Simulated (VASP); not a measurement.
Method: LDA (Ceperley-Alder, Perdew-Zunger), VASP's LDA PAW potentials (set 64) (plane waves; VASP 6.6.1).

A VASP calculation is set up with these files.

File POSCAR:
```
Re
2.7396660
  0.5000000166  -0.8660253917   0.0000000000
  0.5000000166   0.8660253917   0.0000000000
  0.0000000000   0.0000000000   1.6160836219
Re
2
Cartesian
  0.5000000166   0.2886757079   0.4040209055
  0.5000000166  -0.2886757079   1.2120627165
```

**INCAR**
```
! general
SYSTEM  = Re
PREC    = Accurate
ENCUT   = 400   ! plane-wave cut-off (eV)
LREAL   = .FALSE.
LASPH   = .TRUE.

! electronic loop
EDIFF   = 1E-7
NELM    = 100   ! most electronic steps
ALGO    = Normal   ! blocked Davidson
LMAXMIX = 6   ! l cut-off of mixed one-centre charges

! smearing
ISMEAR  = -5   ! tetrahedra, Bloechl

! ions
ISIF    = 2

! output
LWAVE   = .FALSE.
LCHARG  = .TRUE.
LORBIT  = 11
NEDOS   = 601   ! DOS grid
```

**KPOINTS**
```
Automatic mesh
0
Gamma
17 17 9
0 0 0
```

POTCAR, in this order: Re (LDA.64 set). Program: vasp_std.

The resulting files:

OUTCAR:
```
 ion  position               nearest neighbor table
   1  0.333  0.667  0.250-   2 2.72   2 2.72   2 2.72   2 2.72   2 2.72   2 2.72
   2  0.667  0.333  0.750-   1 2.72   1 2.72   1 2.72   1 2.72   1 2.72   1 2.72
  LATTYP: Found a hexagonal cell.
 ALAT       =     2.7396659941
 C/A-ratio  =     1.6160836254
 Subroutine PRICEL returns:
 Original cell was already a primitive cell.
 Subroutine GETGRP returns: Found 24 space group operations
The static configuration has the point symmetry D_3d.
 The point group associated with its full space group is D_6h.
The dynamic configuration has the point symmetry D_3d.
 Subroutine INISYM returns: Found 24 space group operations
 Subroutine IBZKPT returns following result:
 Found    165 irreducible k-points:

 Following reciprocal coordinates:
            Coordinates               Weight
  0.000000  0.000000  0.000000      1.000000
  0.058824  0.000000  0.000000      6.000000
  0.117647  0.000000  0.000000      6.000000
  0.176471 -0.000000  0.000000      6.000000
  0.235294  0.000000  0.000000      6.000000
  0.294118  0.000000  0.000000      6.000000
  0.352941  0.000000  0.000000      6.000000
  0.411765  0.000000  0.000000      6.000000
  0.470588  0.000000  0.000000      6.000000
  0.058824  0.058824  0.000000      6.000000
  0.117647  0.058824  0.000000     12.000000
  0.176471  0.058824  0.000000     12.000000
  0.235294  0.058824  0.000000     12.000000
  0.294118  0.058824  0.000000     12.000000
  0.352941  0.058824  0.000000     12.000000
  0.411765  0.058824  0.000000     12.000000
  0.470588  0.058824  0.000000      6.000000
  0.117647  0.117647  0.000000      6.000000
  0.176471  0.117647  0.000000     12.000000
  0.235294  0.117647  0.000000     12.000000
  0.294118  0.117647  0.000000     12.000000
  0.352941  0.117647  0.000000     12.000000
...
```

File OSZICAR:
```
       N       E                     dE             d eps       ncg     rms          rms(c)
DAV:   1     0.480370065600E+02    0.48037E+02   -0.57425E+03  5036   0.110E+03
DAV:   2    -0.233313758192E+02   -0.71368E+02   -0.62997E+02  5671   0.364E+02
DAV:   3    -0.287896196393E+02   -0.54582E+01   -0.47885E+01  6299   0.113E+02
DAV:   4    -0.289742101890E+02   -0.18459E+00   -0.17083E+00  6334   0.157E+01
DAV:   5    -0.289770127397E+02   -0.28026E-02   -0.25606E-02  5992   0.161E+00    0.447E+01
DAV:   6    -0.278883701756E+02    0.10886E+01   -0.11014E+00  6280   0.183E+01    0.192E+01
DAV:   7    -0.275390400068E+02    0.34933E+00   -0.75933E-01  6467   0.146E+01    0.399E-01
DAV:   8    -0.275296790191E+02    0.93610E-02   -0.76969E-03  6092   0.100E+00    0.147E-01
DAV:   9    -0.275286494976E+02    0.10295E-02   -0.70206E-04  5505   0.263E-01    0.381E-02
DAV:  10    -0.275286608559E+02   -0.11358E-04   -0.55817E-05  5948   0.873E-02    0.279E-02
DAV:  11    -0.275286599267E+02    0.92926E-06   -0.15613E-06  5984   0.159E-02    0.224E-03
DAV:  12    -0.275286600584E+02   -0.13170E-06   -0.74275E-08  3246   0.319E-03    0.137E-03
DAV:  13    -0.275286598993E+02    0.15909E-06   -0.20407E-08  2994   0.518E-03    0.238E-03
DAV:  14    -0.275286598324E+02    0.66874E-07   -0.71477E-09  2889   0.165E-03
   1 F= -.27528660E+02 E0= -.27528660E+02  d E =0.000000E+00
```

File OUTCAR:
```
------------------------ aborting loop because EDIFF is reached ----------------------------------------
  FORCE on cell =-STRESS in cart. coord.  units (eV):
  Direction    XX          YY          ZZ          XY          YZ          ZX
  --------------------------------------------------------------------------------------
  Total        0.0724028      0.0724028     -0.1687157      0.0000000     -0.0000000      0.0000000
  in kB        4.0306807      4.0306803     -9.3924467      0.0000000     -0.0000000      0.0000000
  external PRESSURE =      -0.4436952 kB  Pullay stress =       0.0000000 kB
  volume of cell :       28.78
      direct lattice vectors                 reciprocal lattice vectors
     1.369833046 -2.372620321  0.000000000     0.365007985 -0.210737468  0.000000000
     1.369833046  2.372620321  0.000000000     0.365007985  0.210737468  0.000000000
     0.000000000  0.000000000  4.427529352     0.000000000  0.000000000  0.225859598
 POSITION                                       TOTAL-FORCE (eV/Angst)
 -----------------------------------------------------------------------------------
      1.36983      0.79088      1.10688        -0.000000     -0.000000      0.000000
      1.36983     -0.79088      3.32065         0.000000      0.000000      0.000000
 -----------------------------------------------------------------------------------
    total drift:                               -0.000001      0.000007     -0.000016
  FREE ENERGIE OF THE ION-ELECTRON SYSTEM (eV)
  ---------------------------------------------------
  free  energy   TOTEN  =       -27.5286598324 eV

  energy  without entropy=      -27.5286598324  energy(sigma->0) =      -27.52865983

 total charge

# of ion       s       p       d       tot
------------------------------------------
    1        0.636   0.688   4.937   6.261
    2        0.636   0.688   4.937   6.261
--------------------------------------------------
tot          1.272   1.377   9.874  12.522
```
(Selected blocks of OUTCAR.)

File OUTCAR:
```
 val. band max:        8.2227067470   @ k =   0.4118   0.1176   0.3333

 cond. band min:       8.1377453353   @ k =   0.1176   0.1176   0.0000


 Fermi energy:         8.1169522400

 k-point     1 :       0.0000    0.0000    0.0000
  band No.  band energies     occupation
      1      -1.8143      2.00000
      2       1.3561      2.00000
      3       6.4586      2.00000
      4       6.4662      2.00000
      5       6.4662      2.00000
      6       7.3301      2.00000
      7       7.3301      2.00000
      8       8.2974     -0.23704
      9       8.2974      0.00000
     10       8.9171      0.00000
     11      11.5783      0.00000

 k-point     2 :       0.0588    0.0000    0.0000
  band No.  band energies     occupation
      1      -1.6679      2.00000
      2       1.4943      2.00000
      3       6.0630      2.00000
      4       6.6007      2.00000
      5       6.8134      2.00000
      6       7.2251      2.00000
      7       7.4575      2.00000
      8       8.0261      1.85463
      9       8.1822      0.32571
     10       8.5000      0.00000
     11      11.6657      0.00000

 k-point     3 :       0.1176    0.0000    0.0000
  band No.  band energies     occupation
      1      -1.2434      2.00000
      2       1.8782      2.00000
      3       5.5975      2.00000
      4       6.8919      2.00000
      5       6.9989      2.00000
      6       7.0325      2.00000
      7       7.2607      2.00000
      8       7.8335      2.00000
      9       7.8844      2.01459
     10       8.1783      0.00000
     11      11.8514      0.00000

 k-point     4 :       0.1765   -0.0000    0.0000
  band No.  band energies     occupation
      1      -0.5877      2.00000
      2       2.3891      2.00000
      3       5.1692      2.00000
      4       5.9284      2.00000
      5       6.5448      2.00000
      6       7.4958      2.00000
      7       7.6444      2.00000
      8       7.7845      2.02329
      9       7.8771      1.39998
...
```

For a metal the tetrahedron method with Blöchl corrections gives inexact stress and forces. Unless said otherwise, spin-orbit coupling is left out, though it shifts the bands of the heavy elements here.

The compound is Re in the hcp structure. It was relaxed first.
